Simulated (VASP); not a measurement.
# SrMg: convergence with the plane-wave cutoff and SCF solver

A convergence test on SrMg: the plane-wave cutoff and SCF solver. The series runs use LDA. The plane-wave cutoff tried: ENCUT = 140; ENCUT = 170; ENCUT = 210; ENCUT = 230; ENCUT = 260; ENCUT = 300; ENCUT = 370; ENCUT = 460. The SCF solver tried: ALGO = Normal; ALGO = Fast; ALGO = VeryFast; ALGO = All; ALGO = Damped; AMIX = 0.1, BMIX = 0.01; AMIX = 0.8; IMIX = 1, AMIX = 0.2. The start is a computed cell from the Materials Project.

Main program and level: VASP 6.6.1; LDA; plane waves and PAW (Sr_sv, Mg).

## (1) Set-up

Symmetry: Pm-3m, No. 221, cubic system. Conventional cell: a = 4.190 Å, b = 4.190 Å, c = 4.190 Å, α = 90.00°, β = 90.00°, γ = 90.00°. Sr has 8 Mg at 3.63 Å nearest. Nearest to Mg lie 8 Sr at 3.63 Å. Farther neighbours are not listed.

## (2) Plane-wave cutoff: ENCUT = 140

The basis grows with ENCUT, and energy and stress both move with it. LDA, the lowest rung, knows the local density alone.

Contents of INCAR:

```
SYSTEM = SrMg
PREC = Accurate
ENCUT = 140
EDIFF = 1E-06
NELM = 100
ISMEAR = -1
SIGMA = 0.05
LREAL = .FALSE.
ALGO = Normal
GGA = CA
NBANDS = 12
LORBIT = 11
LWAVE = .FALSE.
LCHARG = .FALSE.
KPAR = 2
ISIF = 2
```

Contents of POSCAR:

```
SrMg
1.0
    4.1903181100      0.0000000000      0.0000000000
    0.0000000000      4.1903181100      0.0000000000
    0.0000000000      0.0000000000      4.1903181100
Sr Mg
1 1
Direct
    0.5000000000      0.5000000000      0.5000000000
    0.0000000000      0.0000000000      0.0000000000
```

Contents of KPOINTS:

```
Automatic mesh
0
Gamma
5 5 5
0 0 0
```

PAW data sets: Sr_sv and Mg (PBE family, release 64).

Run with:

```sh
> mpirun -np 2 vasp_std
```

Output:

```text
[banner, memory and clock lines left out]
running    2 mpi-ranks, on    1 nodes
 distrk:  each k-point on    1 cores,    2 groups
 distr:  one band on    1 cores,    1 groups

 POSCAR found type information on POSCAR SrMg
 POSCAR found :  2 types and       2 ions
|                                                                             |
|               ----> ADVICE to this user running VASP <----                  |
|                                                                             |
|     You enforced a specific xc type in the INCAR file but a different       |
|     [... a line on the potential file left out ...]
|     I HOPE YOU KNOW WHAT YOU ARE DOING!                                     |
|                                                                             |

 LDA part: xc-table for (Slater(with rela. corr.)+CA(PZ))
 , standard interpolation
 POSCAR, INCAR and KPOINTS ok, starting setup
 FFT: planning ... GRIDC
 FFT: planning ... GRID_SOFT
 FFT: planning ... GRID
 WAVECAR not read
 entering main loop
       N       E                     dE             d eps       ncg     rms          rms(c)
DAV:   1     0.162234918640E+02    0.16223E+02   -0.33762E+03   296   0.315E+02
DAV:   2    -0.313390661484E+01   -0.19357E+02   -0.19096E+02   352   0.826E+01
DAV:   3    -0.410683440339E+01   -0.97293E+00   -0.97177E+00   336   0.141E+01
DAV:   4    -0.412373305207E+01   -0.16899E-01   -0.16892E-01   316   0.169E+00
DAV:   5    -0.412384382812E+01   -0.11078E-03   -0.11078E-03   336   0.110E-01    0.138E+01
DAV:   6    -0.411554405815E+01    0.82998E-02   -0.15746E-02   276   0.706E-01    0.798E+00
DAV:   7    -0.410766513034E+01    0.78789E-02   -0.33334E-02   272   0.104E+00    0.175E-01
DAV:   8    -0.410746751667E+01    0.19761E-03   -0.68156E-04   380   0.120E-01    0.382E-02
DAV:   9    -0.410746948638E+01   -0.19697E-05   -0.31207E-05   352   0.231E-02    0.163E-02
DAV:  10    -0.410747035840E+01   -0.87202E-06   -0.16497E-06   296   0.775E-03
   1 F= -.41074704E+01 E0= -.40991715E+01  d E =-.165977E-01
```

It took 1.6 s on 2 MPI ranks of AMD EPYC 7R43, shared host; peak memory 0.13 GiB.

The logs omit lines about the potential files and the build; timing stands in the text.

OUTCAR, selected parts (step 2):

```text
ion  position               nearest neighbor table
   1  0.500  0.500  0.500-   2 3.63   2 3.63   2 3.63   2 3.63   2 3.63   2 3.63   2 3.63   2 3.63

  LATTYP: Found a simple cubic cell.
 ALAT       =     4.1903181100

 Subroutine GETGRP returns: Found 48 space group operations
 (whereof 48 operations were pure point group operations)

The static configuration has the point symmetry O_h .

 Found     10 irreducible k-points:

   k-points           NKPTS =     10   k-points in BZ     NKDIM =     10   number of bands    NBANDS=     12

   dimension x,y,z NGX =    16 NGY =   16 NGZ =   16
   dimension x,y,z NGXF=    32 NGYF=   32 NGZF=   32

   ENCUT  =  140.0 eV  10.29 Ry    3.21 a.u.   4.04  4.04  4.04*2*pi/ulx,y,z

   NELECT =      12.0000    total number of electrons

 k-points in reciprocal lattice and weights: Automatic mesh
   0.00000000  0.00000000  0.00000000       0.008
   0.20000000  0.00000000  0.00000000       0.048
   0.40000000  0.00000000  0.00000000       0.048
   0.20000000  0.20000000  0.00000000       0.096
   0.40000000  0.20000000  0.00000000       0.192
   0.40000000  0.40000000  0.00000000       0.096
   0.20000000  0.20000000  0.20000000       0.064
   0.40000000  0.20000000  0.20000000       0.192
   0.40000000  0.40000000  0.20000000       0.192
   0.40000000  0.40000000  0.40000000       0.064

 average (electrostatic) potential at core
       1 -40.4733       2 -39.3836

 E-fermi :   1.6508

 k-point     1 :       0.0000    0.0000    0.0000
  band No.  band energies     occupation
      1     -34.5528      2.00000
      2     -16.4353      2.00000
      3     -16.4353      2.00000
      4     -16.4353      2.00000
      5      -2.9930      2.00000
      6       2.5805      0.00000
      7       2.5805      0.00000
      8       5.3591      0.00000
      9       5.3591      0.00000
     10       5.3591      0.00000
    ...

 k-point     2 :       0.2000    0.0000    0.0000
  band No.  band energies     occupation
      1     -34.5511      2.00000
      2     -16.5127      2.00000
      3     -16.4490      2.00000
      4     -16.4490      2.00000
      5      -2.6059      2.00000
      6       1.9173      0.00965
      7       2.8056      0.00000
      8       4.5813      0.00000
      9       4.5813      0.00000
     10       5.1912      0.00000
    ...

 k-point     3 :       0.4000    0.0000    0.0000
  band No.  band energies     occupation
    ...
      2     -16.5807      2.00000
      3     -16.4372      2.00000
      4     -16.4372      2.00000
      5      -1.5099      2.00000
      6       0.2211      2.00000
      7       3.2961      0.00000
      8       3.9625      0.00000
      9       3.9625      0.00000
     10       6.4627      0.00000
     11       6.5890      0.00000
    ...

  Total       -4.6879085     -4.6879085     -4.6879085      0.0000000     -0.0000000      0.0000000
  in kB     -102.0818968   -102.0818968   -102.0818968      0.0000000     -0.0000000      0.0000000
  external PRESSURE =    -102.0818968 kB  Pullay stress =       0.0000000 kB

  energy-cutoff  :      140.00
  volume of cell :       73.58
      direct lattice vectors                 reciprocal lattice vectors
     4.190318110  0.000000000  0.000000000     0.238645366  0.000000000  0.000000000
     0.000000000  4.190318110  0.000000000     0.000000000  0.238645366  0.000000000
     0.000000000  0.000000000  4.190318110     0.000000000  0.000000000  0.238645366

 POSITION                                       TOTAL-FORCE (eV/Angst)
 -----------------------------------------------------------------------------------
      2.09516      2.09516      2.09516         0.000000      0.000000      0.000000
      0.00000      0.00000      0.00000         0.000000      0.000000      0.000000
 -----------------------------------------------------------------------------------
    total drift:                                0.000000      0.000000      0.000000

  FREE ENERGIE OF THE ION-ELECTRON SYSTEM (eV)
  ---------------------------------------------------
  free  energy   TOTEN  =        -4.1074703584 eV

  energy  without entropy=       -4.0908726723  energy(sigma->0) =       -4.09917152

 total charge
# of ion       s       p       d       tot
------------------------------------------
    1        2.007   5.991   0.194   8.192
    2        0.250   0.100   0.003   0.353
--------------------------------------------------
tot          2.257   6.091   0.197   8.545

[... 3 further parts left out ...]
```

The k-mesh is coarse for a metal. The PAW data sets were made with PBE, though LDA sets exist; this is a small mismatch.

Numbers from this step:

- SCF cycles: 10
- electrons: 12
- bands: 12
- irreducible k-points: 10
- symmetry operations: 48
- free energy (TOTEN): -4.107 eV
- energy at zero smearing: -4.099 eV
- Fermi energy: 1.651 eV
- pressure: -10.21 GPa
- metallic: yes

The series starts at -2.0496 eV an atom and -10.21 GPa, after 10 cycles in 1.6 s.

## (3) Plane-wave cutoff: ENCUT = 170

Changes to INCAR since step 2:

```diff
@@ -2,3 +2,3 @@
 PREC = Accurate
-ENCUT = 140
+ENCUT = 170
 EDIFF = 1E-06
```

POSCAR is that of step 2.

KPOINTS is that of step 2.

Run with:

```sh
> mpirun -np 2 vasp_std
```

Output:

```text
[banner, memory and clock lines left out]
running    2 mpi-ranks, on    1 nodes
[...]
[... a notice as in an earlier step ...]

 LDA part: xc-table for (Slater(with rela. corr.)+CA(PZ))
 , standard interpolation
 POSCAR, INCAR and KPOINTS ok, starting setup
[...]
entering main loop
       N       E                     dE             d eps       ncg     rms          rms(c)
DAV:   1     0.156203206715E+02    0.15620E+02   -0.36427E+03   296   0.355E+02
DAV:   2    -0.287961182411E+01   -0.18500E+02   -0.18123E+02   348   0.822E+01
DAV:   3    -0.392967783213E+01   -0.10501E+01   -0.10456E+01   336   0.147E+01
DAV:   4    -0.394652440188E+01   -0.16847E-01   -0.16844E-01   352   0.163E+00
[...]
DAV:   9    -0.392396174300E+01   -0.13355E-04   -0.40978E-05   340   0.266E-02    0.245E-02
DAV:  10    -0.392397263550E+01   -0.10892E-04   -0.21882E-05   376   0.163E-02    0.765E-03
DAV:  11    -0.392397284744E+01   -0.21195E-06   -0.44112E-07   180   0.385E-03
   1 F= -.39239728E+01 E0= -.39159734E+01  d E =-.159989E-01
```

Run time: 1.8 s. Hardware: 2 MPI ranks; peak memory 0.15 GiB.

OUTCAR, selected parts (step 3):

```text
  Total       -1.6264852     -1.6264852     -1.6264852      0.0000000     -0.0000000      0.0000000
  in kB      -35.4176472    -35.4176472    -35.4176472      0.0000000     -0.0000000      0.0000000
  external PRESSURE =     -35.4176472 kB  Pullay stress =       0.0000000 kB

 POSITION                                       TOTAL-FORCE (eV/Angst)
 -----------------------------------------------------------------------------------
      2.09516      2.09516      2.09516         0.000000      0.000000      0.000000
      0.00000      0.00000      0.00000         0.000000      0.000000      0.000000
 -----------------------------------------------------------------------------------
    total drift:                                0.000000     -0.000000     -0.000000

  FREE ENERGIE OF THE ION-ELECTRON SYSTEM (eV)
  ---------------------------------------------------
  free  energy   TOTEN  =        -3.9239728474 eV

  energy  without entropy=       -3.9079739764  energy(sigma->0) =       -3.91597341

[... 1 part as in an earlier step ...]

[... 2 further parts left out ...]
[key lines of the parts left out:]
E-fermi :   1.6199
```

Against the run before the energy moves by +91.60 meV an atom and the pressure by +6.67 GPa, after 11 cycles in 1.8 s.

## (4) Plane-wave cutoff: ENCUT = 210

Changes to INCAR since step 3:

```diff
@@ -2,3 +2,3 @@
 PREC = Accurate
-ENCUT = 170
+ENCUT = 210
 EDIFF = 1E-06
```

POSCAR is that of step 3.

KPOINTS is that of step 3.

Run with:

```sh
> mpirun -np 2 vasp_std
```

Output:

```text
[... set-up lines as in an earlier step ...]
 entering main loop
       N       E                     dE             d eps       ncg     rms          rms(c)
DAV:   1     0.171293159594E+02    0.17129E+02   -0.38368E+03   272   0.403E+02
DAV:   2    -0.255293219975E+01   -0.19682E+02   -0.19342E+02   364   0.946E+01
DAV:   3    -0.388972232942E+01   -0.13368E+01   -0.13339E+01   368   0.160E+01
DAV:   4    -0.390558330108E+01   -0.15861E-01   -0.15859E-01   328   0.176E+00
[...]
DAV:   9    -0.387896767203E+01   -0.16084E-04   -0.26658E-05   312   0.292E-02    0.255E-02
DAV:  10    -0.387897643786E+01   -0.87658E-05   -0.20813E-05   376   0.177E-02    0.786E-03
DAV:  11    -0.387897643568E+01    0.21828E-08   -0.25101E-07   184   0.322E-03
   1 F= -.38789764E+01 E0= -.38710774E+01  d E =-.157981E-01
```

Wall time 2.2 s (2 MPI ranks); peak memory 0.16 GiB.

From OUTCAR (step 4):

```text
  Total       -0.9826686     -0.9826686     -0.9826686     -0.0000000     -0.0000000      0.0000000
  in kB      -21.3981730    -21.3981730    -21.3981730     -0.0000000     -0.0000000      0.0000000
  external PRESSURE =     -21.3981730 kB  Pullay stress =       0.0000000 kB

  FREE ENERGIE OF THE ION-ELECTRON SYSTEM (eV)
  ---------------------------------------------------
  free  energy   TOTEN  =        -3.8789764357 eV

  energy  without entropy=       -3.8631783034  energy(sigma->0) =       -3.87107737

[... 2 parts as in an earlier step ...]

[... 2 further parts left out ...]
[key lines of the parts left out:]
E-fermi :   1.6099
```

Against the run before the energy moves by +22.45 meV an atom and the pressure by +1.40 GPa, after 11 cycles in 2.2 s.

## (5) Plane-wave cutoff: ENCUT = 230

Changes to INCAR since step 4:

```diff
@@ -2,3 +2,3 @@
 PREC = Accurate
-ENCUT = 210
+ENCUT = 230
 EDIFF = 1E-06
```

POSCAR is that of step 4.

KPOINTS is that of step 4.

Run with:

```sh
> mpirun -np 2 vasp_std
```

Output:

```text
[... set-up lines as in an earlier step ...]
 entering main loop
       N       E                     dE             d eps       ncg     rms          rms(c)
DAV:   1     0.273136489211E+02    0.27314E+02   -0.38259E+03   272   0.430E+02
DAV:   2    -0.186787463233E+01   -0.29182E+02   -0.28521E+02   340   0.113E+02
DAV:   3    -0.387750781750E+01   -0.20096E+01   -0.20000E+01   388   0.222E+01
DAV:   4    -0.389918424328E+01   -0.21676E-01   -0.21664E-01   324   0.234E+00
[...]
DAV:   9    -0.387376977956E+01   -0.17019E-04   -0.24065E-05   300   0.293E-02    0.275E-02
DAV:  10    -0.387377746096E+01   -0.76814E-05   -0.18711E-05   376   0.170E-02    0.842E-03
DAV:  11    -0.387377748544E+01   -0.24478E-07   -0.27490E-07   184   0.334E-03
   1 F= -.38737775E+01 E0= -.38658877E+01  d E =-.157796E-01
```

Run time: 2.6 s. Hardware: 2 MPI ranks; peak memory 0.17 GiB; 3.8 s of CPU time.

Parts of OUTCAR (step 5):

```text
  Total       -0.9551467     -0.9551467     -0.9551467     -0.0000000     -0.0000000     -0.0000000
  in kB      -20.7988671    -20.7988671    -20.7988671     -0.0000000     -0.0000000     -0.0000000
  external PRESSURE =     -20.7988671 kB  Pullay stress =       0.0000000 kB

  FREE ENERGIE OF THE ION-ELECTRON SYSTEM (eV)
  ---------------------------------------------------
  free  energy   TOTEN  =        -3.8737774854 eV

  energy  without entropy=       -3.8579979213  energy(sigma->0) =       -3.86588770

[... 2 parts as in an earlier step ...]

[... 2 further parts left out ...]
[key lines of the parts left out:]
E-fermi :   1.6091
```

Against the run before the energy moves by +2.59 meV an atom and the pressure by +0.06 GPa, after 11 cycles in 2.6 s.

## (6) Plane-wave cutoff: ENCUT = 260

Changes to INCAR since step 5:

```diff
@@ -2,3 +2,3 @@
 PREC = Accurate
-ENCUT = 230
+ENCUT = 260
 EDIFF = 1E-06
```

POSCAR is that of step 5.

KPOINTS is that of step 5.

Run with:

```sh
> mpirun -np 2 vasp_std
```

Output:

```text
[... set-up lines as in an earlier step ...]
 entering main loop
       N       E                     dE             d eps       ncg     rms          rms(c)
DAV:   1     0.256947527479E+02    0.25695E+02   -0.40891E+03   264   0.472E+02
DAV:   2    -0.197261346820E+01   -0.27667E+02   -0.27212E+02   328   0.116E+02
DAV:   3    -0.383469457790E+01   -0.18621E+01   -0.18576E+01   344   0.209E+01
DAV:   4    -0.389716560574E+01   -0.62471E-01   -0.62441E-01   364   0.283E+00
[...]
DAV:   9    -0.387310734371E+01   -0.16377E-04   -0.26927E-05   292   0.317E-02    0.290E-02
DAV:  10    -0.387311466736E+01   -0.73237E-05   -0.17592E-05   376   0.186E-02    0.114E-02
DAV:  11    -0.387311481748E+01   -0.15011E-06   -0.31609E-07   192   0.351E-03
   1 F= -.38731148E+01 E0= -.38652217E+01  d E =-.157863E-01
```

The job ended after 2.6 s (2 MPI ranks; peak memory 0.17 GiB; 3.9 s of CPU time).

From OUTCAR (step 6):

```text
  Total       -0.9425819     -0.9425819     -0.9425819      0.0000000      0.0000000     -0.0000000
  in kB      -20.5252609    -20.5252609    -20.5252609      0.0000000      0.0000000     -0.0000000
  external PRESSURE =     -20.5252609 kB  Pullay stress =       0.0000000 kB

  FREE ENERGIE OF THE ION-ELECTRON SYSTEM (eV)
  ---------------------------------------------------
  free  energy   TOTEN  =        -3.8731148175 eV

  energy  without entropy=       -3.8573285554  energy(sigma->0) =       -3.86522169

[... 2 parts as in an earlier step ...]

[... 2 further parts left out ...]
[key lines of the parts left out:]
E-fermi :   1.6086
```

Against the run before the energy moves by +0.33 meV an atom and the pressure by +0.03 GPa, after 11 cycles in 2.6 s.

## (7) Plane-wave cutoff: ENCUT = 300

Changes to INCAR since step 6:

```diff
@@ -2,3 +2,3 @@
 PREC = Accurate
-ENCUT = 260
+ENCUT = 300
 EDIFF = 1E-06
```

POSCAR is that of step 6.

KPOINTS is that of step 6.

Run with:

```sh
> mpirun -np 2 vasp_std
```

Output:

```text
[... set-up lines as in an earlier step ...]
 entering main loop
       N       E                     dE             d eps       ncg     rms          rms(c)
DAV:   1     0.271547754141E+02    0.27155E+02   -0.43970E+03   256   0.534E+02
DAV:   2    -0.156850662896E+01   -0.28723E+02   -0.27969E+02   300   0.119E+02
DAV:   3    -0.383145456443E+01   -0.22629E+01   -0.22565E+01   416   0.251E+01
DAV:   4    -0.389477601823E+01   -0.63321E-01   -0.63292E-01   308   0.362E+00
[...]
DAV:   9    -0.387181965725E+01   -0.15931E-04   -0.27751E-05   300   0.327E-02    0.298E-02
DAV:  10    -0.387182673587E+01   -0.70786E-05   -0.17359E-05   376   0.201E-02    0.117E-02
DAV:  11    -0.387182692893E+01   -0.19306E-06   -0.33750E-07   184   0.357E-03
   1 F= -.38718269E+01 E0= -.38639300E+01  d E =-.157938E-01
```

Run time: 2.8 s. Hardware: 2 MPI ranks; peak memory 0.18 GiB.

From OUTCAR (step 7):

```text
  Total       -0.9085597     -0.9085597     -0.9085597     -0.0000000     -0.0000000     -0.0000000
  in kB      -19.7844075    -19.7844075    -19.7844075     -0.0000000     -0.0000000     -0.0000000
  external PRESSURE =     -19.7844075 kB  Pullay stress =       0.0000000 kB

  FREE ENERGIE OF THE ION-ELECTRON SYSTEM (eV)
  ---------------------------------------------------
  free  energy   TOTEN  =        -3.8718269289 eV

  energy  without entropy=       -3.8560331127  energy(sigma->0) =       -3.86393002

[... 2 parts as in an earlier step ...]

[... 2 further parts left out ...]
[key lines of the parts left out:]
E-fermi :   1.6082
```

Against the run before the energy moves by +0.65 meV an atom and the pressure by +0.07 GPa, after 11 cycles in 2.8 s.

## (8) Plane-wave cutoff: ENCUT = 370

Changes to INCAR since step 7:

```diff
@@ -2,3 +2,3 @@
 PREC = Accurate
-ENCUT = 300
+ENCUT = 370
 EDIFF = 1E-06
```

POSCAR is that of step 7.

KPOINTS is that of step 7.

Run with:

```sh
> mpirun -np 2 vasp_std
```

Output:

```text
[... set-up lines as in an earlier step ...]
 entering main loop
       N       E                     dE             d eps       ncg     rms          rms(c)
DAV:   1     0.357005091122E+02    0.35701E+02   -0.48078E+03   248   0.617E+02
DAV:   2    -0.152438316138E+01   -0.37225E+02   -0.36556E+02   312   0.143E+02
DAV:   3    -0.385059687874E+01   -0.23262E+01   -0.23191E+01   396   0.261E+01
DAV:   4    -0.389448124960E+01   -0.43884E-01   -0.43858E-01   320   0.345E+00
[...]
DAV:   9    -0.387027153192E+01   -0.15731E-04   -0.26998E-05   292   0.327E-02    0.307E-02
DAV:  10    -0.387027795354E+01   -0.64216E-05   -0.16797E-05   384   0.219E-02    0.863E-03
DAV:  11    -0.387027814592E+01   -0.19238E-06   -0.29222E-07   188   0.319E-03
   1 F= -.38702781E+01 E0= -.38623828E+01  d E =-.157907E-01
```

Elapsed: 3.8 s, on 2 MPI ranks; peak memory 0.21 GiB; 6.3 s of CPU time.

From OUTCAR (step 8):

```text
  Total       -0.8878353     -0.8878353     -0.8878353     -0.0000000     -0.0000000      0.0000000
  in kB      -19.3331225    -19.3331225    -19.3331225     -0.0000000     -0.0000000      0.0000000
  external PRESSURE =     -19.3331225 kB  Pullay stress =       0.0000000 kB

  FREE ENERGIE OF THE ION-ELECTRON SYSTEM (eV)
  ---------------------------------------------------
  free  energy   TOTEN  =        -3.8702781459 eV

  energy  without entropy=       -3.8544874447  energy(sigma->0) =       -3.86238280

[... 2 parts as in an earlier step ...]

[... 2 further parts left out ...]
[key lines of the parts left out:]
E-fermi :   1.6077
```

Against the run before the energy moves by +0.77 meV an atom and the pressure by +0.05 GPa, after 11 cycles in 3.8 s.

[end of part 1 of 3]

[Lines on the potential files, build, host, timing and source positions are cut from VASP's logs without a mark.]

[Logs are printed without paths, hosts, clocks, repeated set-up lines and the standing remarks that a program may print on its own settings, such as how far it seeks lower states.]

[Hosts, paths, dates, database ids (printed as entryN), source tags and the programs' standing remarks are cut or masked in the printed files.]

[A measured line is paired with the nearest computed mode of its activity, which favours agreement.]
